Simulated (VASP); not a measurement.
A convergence study with VASP on ZnS (space group F-43m): one setting is varied, all else stays as given below, so the limit is that of these other settings.

```yaml
crystal:
  lattice:
    - [0.00000, 2.71853, 2.71853]
    - [2.71853, 0.00000, 2.71853]
    - [2.71853, 2.71853, 0.00000]
  atoms:
    - { symbol: Zn, position: [0.00000, 0.00000, 0.00000] }
    - { symbol: S, position: [0.25000, 0.25000, 0.25000] }
```

Level of theory: PBE GGA, VASP's PBE PAW potentials (set 64) (plane waves; VASP). The tightest run used: 300 eV cut-off, 12×12×12 Γ-centred mesh, Gaussian smearing of 0.010 eV, potentials Zn S.

```
setting     mean ε∞  irreducible k-points
----------  -------  --------------------
3×3×3 mesh    11.42                     4
4×4×4 mesh     8.06                     8
5×5×5 mesh     6.85                    10
```

These are the cheaper rows. Estimate the results at 12×12×12 mesh, and how far the last row shown lies from them.

```tsv
quantity	tightest run	last row shown is off by
mean ε∞	5.93	0.92
```

Left out are rungs that failed or repeat a setting and relaxations that didn't move; long series are thinned to 24 rows.

The structure is a typed ZnS crystal (space group no. 216). The cell was not relaxed at this level.
